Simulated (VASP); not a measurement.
Here is a VASP 6.6.1 calculation.

INCAR

```
SYSTEM = Be3CdTe4
PREC = Normal ; ENCUT = 520
EDIFF = 1E-4 ; ISMEAR = 0
SIGMA = 0.15 ; LREAL = .FALSE.
LASPH = .TRUE. ; NELM = 60
ALGO = Fast ; ISIF = 3
LWAVE = .FALSE. ; LCHARG = .FALSE.
GGA = PE ; IBRION = 2
NSW = 24 ; EDIFFG = -0.08
KPAR = 4
```

File KPOINTS:

```
Automatic mesh
0
G
  4 4 4
  0 0 0
```

Contents of POSCAR:

```
Be3CdTe4
1.0
   -2.8500000000      2.8500000000      5.7000000000
    2.8500000000     -2.8500000000      5.7000000000
    2.8500000000      2.8500000000     -5.7000000000
Be Cd Te
3 1 4
Direct
    0.7500000000      0.2500000000      0.5000000000
    0.2500000000      0.7500000000      0.5000000000
    0.5000000000      0.5000000000      0.0000000000
    0.0000000000      0.0000000000      0.0000000000
    0.1350000000      0.1350000000      0.5400000000
    0.5950000000      0.5950000000      0.4600000000
    0.8650000000      0.4050000000      0.0000000000
    0.4050000000      0.8650000000      0.0000000000
```

Potentials or basis: VASP PAW PBE potentials, release 64 (Be, Cd, Te).

Launch:

```console
$ cat potpaw_PBE.64/Be/POTCAR potpaw_PBE.64/Cd/POTCAR potpaw_PBE.64/Te/POTCAR > POTCAR
$ mpirun -np 4 vasp_std > vasp.out
```

Question: Estimate the relaxed cell.

Answer: a = 7.207 Å, b = 7.207 Å, c = 7.207 Å, α = 131.50°, β = 131.50°, γ = 71.02°.

Question: Estimate the band gap on the k mesh.

Answer: 2.04 eV, indirect (least direct gap 2.13 eV).

Question: Predict the relaxed volume.

Answer: 25.70 Å³/atom.

Final structure:
```yaml
crystal:
  lattice:
    - [-2.96002, 2.96002, 5.86701]
    - [2.96002, -2.96002, 5.86701]
    - [2.96002, 2.96002, -5.86701]
  atoms:
    - { symbol: Be, position: [0.75000, 0.25000, 0.50000] }
    - { symbol: Be, position: [0.25000, 0.75000, 0.50000] }
    - { symbol: Be, position: [0.50000, 0.50000, 0.00000] }
    - { symbol: Cd, position: [0.00000, 0.00000, 0.00000] }
    - { symbol: Te, position: [0.14033, 0.14033, 0.55063] }
    - { symbol: Te, position: [0.58970, 0.58970, 0.44937] }
    - { symbol: Te, position: [0.85967, 0.41030, 0.00000] }
    - { symbol: Te, position: [0.41030, 0.85967, 0.00000] }
```

Caveat: spin-orbit coupling is left out, which moves the levels of the heavy elements. A k mesh can miss the band edges.
